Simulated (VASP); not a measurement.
Consider the following.

```
La2O3
1.0
    1.96405    -3.40184     0.00000
    1.96405     3.40184     0.00000
    0.00000     0.00000     6.09339
La O
2 3
Cartesian
  1.96405   1.13395   1.49504
  1.96405  -1.13395   4.59836
  0.00000   0.00000   0.00000
  1.96405   1.13395   3.93707
  1.96405  -1.13395   2.15633
```

These are rev-vdW-DF2, VASP's PBE PAW potentials (set 64) (plane waves; VASP) values and carry that method's errors. Numerical set-up: 520 eV cut-off, Gaussian smearing of 0.050 eV, potentials La O.

Question: Give the energies of bands 12 to 23 at the high-symmetry points, in eV from the valence-band maximum.

Answer: 
```tsv
band	Γ	M	K	A	L	H
12	-2.38	-2.22	-1.60	-2.70	-3.00	-2.30
13	-2.38	-1.99	-1.59	-2.70	-2.14	-2.30
14	-2.16	-1.92	-1.59	-2.60	-1.49	-1.68
15	-2.16	-1.27	-1.27	-1.87	-1.19	-1.35
16	-2.05	-0.75	-1.27	-1.87	-0.98	-1.35
17	-1.67	-0.71	-0.82	-0.99	-0.94	-0.59
18	-0.39	-0.63	-0.82	-0.81	-0.71	-0.28
19	-0.39	-0.42	-0.79	-0.29	-0.36	-0.28
20	-0.12	-0.29	-0.10	-0.29	0.00	-0.21
21	4.23	3.83	3.81	4.64	4.39	4.20
22	4.58	4.68	4.73	4.70	4.57	4.82
23	4.58	5.16	4.73	4.70	5.05	4.92
```

The gap is indirect, 3.81 eV, from the valence maximum at L to the conduction minimum at K.

The compound is La2O3 in the a-type structure. It was relaxed first.
